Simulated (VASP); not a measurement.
MgTe: transverse stress against strain

MgTe (wurtzite, P6_3mc, 34.470 Å³/atom and stress up to 0.03 GPa in the relaxed cell, c along z) under a strain ε along c (axis z), the other axes held. PBE in VASP (plane waves, PAW), 480 eV, 12×12×4 Γ-centred mesh, Gaussian smearing 0.05 eV; ions are relaxed, or left where forces stay under 0.02 eV/Å, within the symmetry of each cell. Stress is positive for a compressed cell.

Here s stands for strain and y for stress xx.

| strain (%) | stress xx (GPa) |
|---|---|
| -3.00 | ? |
| -1.50 | 0.35 |
| -1.00 | 0.22 |
| -0.50 | 0.10 |
| 0.00 | -0.02 |
| 0.50 | -0.13 |
| 1.00 | -0.24 |
| 1.50 | -0.34 |

Task: Fit y against s with a straight line, and predict the withheld value at s = -3.00.

Result: Means: s 0, y -0.009. About the means, the sum of products is -1.6100 and the sum of squares of s is 7.0000; the slope is their ratio. Least squares gives y = -0.009 - 0.2300·s. Residuals (row less fit): 0.014, -0.001, -0.006, -0.011, -0.006, -0.001, 0.014; standard error 0.011 (degrees of freedom: 5). The slope gives the elastic constant C13 = 23.0 ± 0.4 GPa (± standard error of the fit, which holds the terms cut off). At the withheld row, y = -0.009 - 0.2300 × (-3.0) = 0.681 GPa. The calculation gives 0.77 GPa, 0.089 GPa above the prediction (8.0 % of the range of y in the table). The row lies outside the fitted rows, so this is an extrapolation. From the scatter of the fitted rows alone, a prediction at this place has a standard error of 0.017 GPa, so the miss is 5.2 times that.

A polynomial of degree 2 through the 12 other runs of the series gives 0.76 there, so most of the miss is curvature that the fit leaves out. Spin-orbit coupling is left out, which can shift these values for the heavy elements here. Rows are the converged runs of the series near zero and its far end, less any whose ions stayed unrelaxed beside relaxed ones; series whose fitted rows scatter by over a few per cent of the range, as at a crossing or softening among them, aren't shown in this form. Most that stay on the fit to the last digits aren't either.
